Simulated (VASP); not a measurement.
Data:

```xyz
2
Lattice="0.0000 2.9583 2.9583 2.9583 0.0000 2.9583 2.9583 2.9583 0.0000" Properties=species:S:1:pos:R:3 pbc="T T T"
Ta     0.0000     0.0000     0.0000
Al     1.4792     1.4792     1.4792
```

These are PBEsol GGA, VASP's PBE PAW potentials (set 64) (plane waves; VASP) values and carry that method's errors. Settings: 400 eV cut-off, 12×12×12 Γ-centred mesh, tetrahedra with Blöchl corrections, potentials Ta_pv Al.

Unless said otherwise, spin-orbit coupling is left out, though it shifts the bands of the heavy elements here.

Q: Tabulate the total density of states (states/eV per cell) against energy (eV; zero at the valence-band maximum or, without a gap, the Fermi level).

A: 
(E (eV), DOS (states/eV)): (-9.99, 0.00); (-9.88, 0.00); (-9.65, 0.00); (-9.53, 0.00); (-9.30, 0.00); (-9.18, 0.00); (-8.95, 0.00); (-8.83, 0.00); (-8.60, 0.00); (-8.48, 0.00); (-8.25, 0.00); (-8.14, 0.00); (-7.91, 0.00); (-7.79, 0.00); (-7.56, 0.00); (-7.44, 0.00); (-7.32, 0.00); (-7.09, 0.09); (-6.98, 0.15); (-6.74, 0.22); (-6.63, 0.26); (-6.39, 0.32); (-6.28, 0.35); (-6.05, 0.42); (-5.93, 0.45); (-5.70, 0.54); (-5.58, 0.59); (-5.35, 0.73); (-5.23, 0.86); (-5.00, 1.09); (-4.89, 1.06); (-4.65, 1.06); (-4.54, 1.05); (-4.42, 1.07); (-4.19, 1.25); (-4.07, 0.41); (-3.84, 0.00); (-3.73, 0.00); (-3.49, 0.00); (-3.38, 0.00); (-3.15, 0.01); (-3.03, 0.14); (-2.80, 0.44); (-2.68, 0.63); (-2.45, 1.52); (-2.33, 3.49); (-2.10, 2.70); (-1.98, 1.22); (-1.87, 0.83); (-1.64, 1.39); (-1.52, 1.57); (-1.29, 1.98); (-1.17, 2.72); (-0.94, 3.93); (-0.82, 3.16); (-0.59, 2.30); (-0.47, 2.11); (-0.24, 2.61); (-0.13, 1.47); (0.11, 2.40); (0.22, 4.16); (0.46, 2.46); (0.57, 1.63); (0.80, 2.43); (0.92, 4.64); (1.03, 6.88); (1.27, 1.50); (1.38, 2.74); (1.62, 1.88); (1.73, 1.46); (1.96, 0.97); (2.08, 0.59); (2.31, 0.36); (2.43, 0.30); (2.66, 0.60); (2.78, 1.06); (3.01, 0.98); (3.12, 1.12); (3.36, 0.94); (3.47, 0.89)
Within 2 eV below the Fermi level the largest weight inside VASP's projection spheres is Ta d.

The structure was generated: TaAl was put into the zinc blende type (F-43m), which need not be its known phase. It was relaxed first, which changed the volume by -32 %.
